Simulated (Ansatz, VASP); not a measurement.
## One calculation of Ge2Sb3O, two programs

```xyz
6
Lattice="3.3651 0.0000 0.0000 0.0000 3.3651 0.0000 0.0000 0.0000 10.9748" Properties=species:S:1:pos:R:3 pbc="T T T"
Ge    0.0000    0.0000    3.4807
Ge    0.0000    0.0000    7.4941
Sb    1.6826    1.6826    1.4489
Sb    1.6826    1.6826    5.4874
Sb    1.6826    1.6826    9.5260
O     0.0000    0.0000    0.0000
```

The cell was built by a generator and needn't be a form met in nature.

Alike in both runs: task single point; functional PBE; k mesh 12 × 12 × 4; occupations gaussian, width 0.1 eV; no spin polarisation.

|  | VASP | Ansatz |
| --- | --- | --- |
| version | VASP 6.6.1 | Ansatz 0.2.0 |
| potentials or method | VASP PAW PBE potentials, release 64 (Ge_d, Sb, O) | scalar-relativistic, plane waves, PAW |
| plane-wave cutoff (eV) | 520 | 420 |
| valence electrons in the cell | 49 | 79 |

|  | VASP | Ansatz | Ansatz less VASP |
| --- | --- | --- | --- |
| gap on the k mesh at the Fermi level (eV) | none | none | - |
| pressure (GPa) | -0.2 | 0.0 | +0.21 |
| rms of the force components (eV/Å) | 0.008 | 0.000 | -0.0074 |

Atom by atom the forces differ by 0.007 eV/Å (rms over components). A gap of «none» marks a metal or a gap that the smearing closes. The functional is the same, so the differences come from potentials, cutoffs and numerics. The two sets of potentials don't hold the same shells in valence.

Caveats: an odd number of electrons without spin polarisation forces a metal; a magnetic or distorted state may lie lower. The runs have no spin-orbit coupling, so splittings on Sb are missing.
